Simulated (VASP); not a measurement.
All values below come from r2SCAN meta-GGA, VASP's PBE PAW potentials (set 64) (plane waves; VASP).

VASP input:

File POSCAR:
```
LiCl
2.5957350
  0.0000000000   1.0000001001   1.0000001001
  1.0000001001   0.0000000000   1.0000001001
  1.0000001001   1.0000001001   0.0000000000
Li Cl
1 1
direct
  0.0000000000   0.0000000000   0.0000000000
  0.5000000000   0.5000000000   0.5000000000
```

KPOINTS:
```
Automatic mesh
0
Gamma
9 9 9
0 0 0
```

### INCAR
```
! general
SYSTEM   =  LiCl
PREC     =  Accurate
ENCUT    =  520
LREAL    =  .FALSE.
LASPH    =  .TRUE.

! electronic loop
EDIFF    =  1E-7
NELM     =  100
ALGO     =  Normal
LMIXTAU  =  .TRUE.

! smearing
ISMEAR   =  0
SIGMA    =  0.05

! functional
METAGGA  =  R2SCAN

! ions
ISIF     =  2

! output
LWAVE    =  .FALSE.
LCHARG   =  .FALSE.
```

POTCAR, in this order: Li_sv Cl (PBE.64 set). Program: vasp_std.

What VASP printed:

**OSZICAR**
```
       N       E                     dE             d eps       ncg     rms          rms(c)
DAV:   1     0.351958838470E+02    0.35196E+02   -0.42405E+03   638   0.104E+03
DAV:   2    -0.127823613892E+02   -0.47978E+02   -0.46668E+02   876   0.165E+02
DAV:   3    -0.145273818882E+02   -0.17450E+01   -0.17432E+01   770   0.375E+01
DAV:   4    -0.145621313106E+02   -0.34749E-01   -0.34722E-01  1007   0.517E+00
DAV:   5    -0.145623727393E+02   -0.24143E-03   -0.24142E-03   806   0.418E-01    0.252E+00
DAV:   6    -0.124692875172E+02    0.20931E+01   -0.61043E-01   904   0.779E+00    0.278E+00
DAV:   7    -0.125093071477E+02   -0.40020E-01   -0.22856E-01   758   0.578E+00    0.392E-01
DAV:   8    -0.126723754855E+02   -0.16307E+00   -0.20062E-01   630   0.553E+00    0.867E-01
DAV:   9    -0.125453152842E+02    0.12706E+00   -0.51804E-02   708   0.306E+00    0.745E-01
DAV:  10    -0.125665520665E+02   -0.21237E-01   -0.18628E-02   703   0.190E+00    0.184E-01
DAV:  11    -0.125745905198E+02   -0.80385E-02   -0.71700E-03   630   0.129E+00    0.101E-01
DAV:  12    -0.125720184249E+02    0.25721E-02   -0.18650E-03   751   0.618E-01    0.118E-01
DAV:  13    -0.125760444727E+02   -0.40260E-02   -0.30924E-03   643   0.778E-01    0.224E-02
DAV:  14    -0.125760642204E+02   -0.19748E-04   -0.15563E-04   669   0.186E-01    0.253E-02
DAV:  15    -0.125760918402E+02   -0.27620E-04   -0.23540E-05   744   0.739E-02    0.182E-02
DAV:  16    -0.125760366611E+02    0.55179E-04   -0.10842E-05   664   0.519E-02    0.149E-03
DAV:  17    -0.125760763141E+02   -0.39653E-04   -0.45530E-06   653   0.343E-02    0.235E-03
DAV:  18    -0.125760773083E+02   -0.99426E-06   -0.26194E-07   817   0.803E-03    0.131E-03
DAV:  19    -0.125760830648E+02   -0.57565E-05   -0.47583E-07   634   0.103E-02    0.171E-04
DAV:  20    -0.125760810122E+02    0.20525E-05   -0.10613E-08   447   0.160E-03    0.129E-04
DAV:  21    -0.125760812993E+02   -0.28706E-06   -0.14279E-09   339   0.557E-04    0.102E-04
DAV:  22    -0.125760812948E+02    0.45252E-08   -0.90344E-10   339   0.441E-04
   1 F= -.12576081E+02 E0= -.12576081E+02  d E =-.156136E-12
```

OUTCAR:
```
------------------------ aborting loop because EDIFF is reached ----------------------------------------
  FORCE on cell =-STRESS in cart. coord.  units (eV):
  Direction    XX          YY          ZZ          XY          YZ          ZX
  --------------------------------------------------------------------------------------
  Total       -0.4362635     -0.4362635     -0.4362635      0.0000000     -0.0000000      0.0000000
  in kB      -19.9824280    -19.9824280    -19.9824280      0.0000000     -0.0000000      0.0000000
  external PRESSURE =     -19.9824280 kB  Pullay stress =       0.0000000 kB
  volume of cell :       34.98
      direct lattice vectors                 reciprocal lattice vectors
     0.000000000  2.595735260  2.595735260    -0.192623650  0.192623650  0.192623650
     2.595735260  0.000000000  2.595735260     0.192623650 -0.192623650  0.192623650
     2.595735260  2.595735260  0.000000000     0.192623650  0.192623650 -0.192623650
  FREE ENERGIE OF THE ION-ELECTRON SYSTEM (eV)
  ---------------------------------------------------
  free  energy   TOTEN  =       -12.5760812948 eV

  energy  without entropy=      -12.5760812948  energy(sigma->0) =      -12.57608129
```
(Selected blocks of OUTCAR.)

OUTCAR:
```
 val. band max:       -0.0763498420   @ k =   0.0000   0.0000   0.0000

 cond. band min:       7.0006522136   @ k =   0.0000   0.0000   0.0000


 Fermi energy:         0.1532175454

 k-point     1 :       0.0000    0.0000    0.0000
  band No.  band energies     occupation
      1     -44.9551      2.00000
      2     -13.9347      2.00000
      3      -0.0764      2.00000
      4      -0.0763      2.00000
      5      -0.0763      2.00000
      6       7.0007      0.00000
      7      12.5554      0.00000
      8      12.5554      0.00000
      9      12.5554      0.00000

 k-point     2 :       0.1111    0.0000    0.0000
  band No.  band energies     occupation
      1     -44.9548      2.00000
      2     -13.8776      2.00000
      3      -0.4752      2.00000
      4      -0.1090      2.00000
      5      -0.1090      2.00000
      6       7.3711      0.00000
      7      11.9030      0.00000
      8      12.5613      0.00000
      9      12.5613      0.00000

 k-point     3 :       0.2222    0.0000    0.0000
  band No.  band energies     occupation
      1     -44.9541      2.00000
      2     -13.7271      2.00000
      3      -1.3479      2.00000
      4      -0.1885      2.00000
      5      -0.1885      2.00000
      6       7.8596      0.00000
      7      11.5220      0.00000
      8      11.6768      0.00000
      9      11.6768      0.00000

 k-point     4 :       0.3333    0.0000    0.0000
  band No.  band energies     occupation
      1     -44.9534      2.00000
      2     -13.5443      2.00000
      3      -2.1983      2.00000
      4      -0.2736      2.00000
      5      -0.2736      2.00000
      6       7.7206      0.00000
      7      10.7636      0.00000
      8      10.7636      0.00000
      9      12.4061      0.00000

 k-point     5 :       0.4444    0.0000    0.0000
  band No.  band energies     occupation
      1     -44.9530      2.00000
      2     -13.4173      2.00000
      3      -2.7047      2.00000
...
```

The compound is LiCl in the rock salt structure. This cell is one point of a volume scan, at 1.06 of the reference volume.
